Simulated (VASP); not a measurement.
VASP input:

### INCAR
```
# general
SYSTEM   =  SrTe
PREC     =  Accurate
ENCUT    =  500
LREAL    =  .False.
LASPH    =  .True.

# electronic loop
EDIFF    =  1E-6
NELM     =  100
ALGO     =  Normal
LMAXMIX  =  4

# smearing
ISMEAR   =  0
SIGMA    =  0.05

# functional
GGA      =  PE

# ions
IBRION   =  2
NSW      =  40
ISIF     =  3
EDIFFG   =  -0.02

# output
LWAVE    =  .False.
LCHARG   =  .False.
```

**KPOINTS**
```
Automatic
0
G
 7 7 7
0 0 0
```

### POSCAR
```
SrTe
1
    0.0000000000     3.3617915911     3.3617915911
    3.3617915911     0.0000000000     3.3617915911
    3.3617915911     3.3617915911     0.0000000000
Sr Te
1 1
Direct
  0.0000000000   0.0000000000   0.0000000000
  0.5000000000   0.5000000000   0.5000000000
```

POTCAR, in this order: Sr_sv Te (PBE.64 set). Program: vasp_std.

Question: Write an equivalent input for Quantum ESPRESSO's pw.x.

Answer: One equivalent input (not run):
```
&CONTROL
  calculation = 'vc-relax'
  pseudo_dir = './pseudo'
  outdir = './out'
  tprnfor = .true.
  tstress = .true.
  nstep = 40
  forc_conv_thr = 0.00078
/
&SYSTEM
  ibrav = 0
  nat = 2
  ntyp = 2
  ecutwfc = 82.3
  occupations = 'smearing'
  smearing = 'gaussian'
  degauss = 0.003675
  input_dft = 'pbe'
/
&ELECTRONS
  conv_thr = 7.3e-08
  electron_maxstep = 100
/
&IONS
/
&CELL
/
ATOMIC_SPECIES
  Sr 87.620 Sr.upf
  Te 127.600 Te.upf
CELL_PARAMETERS angstrom
     0.0000000    3.3617916    3.3617916
     3.3617916    0.0000000    3.3617916
     3.3617916    3.3617916    0.0000000
ATOMIC_POSITIONS crystal
  Sr   0.0000000  0.0000000  0.0000000
  Te   0.5000000  0.5000000  0.5000000
K_POINTS automatic
  7 7 7 0 0 0
```
The two are equivalent in intent, not identical: the potentials are each code's own (VASP's PAW set, PseudoDojo norm-conserving files in pw.x), so ENCUT and ecutwfc are chosen apart and not converted; conv_thr bounds pw.x's estimated SCF error, while EDIFF bounds the energy change between steps; forc_conv_thr acts on force components and is met together with etot_conv_thr.

The compound is SrTe in the rock salt structure. It was relaxed first.
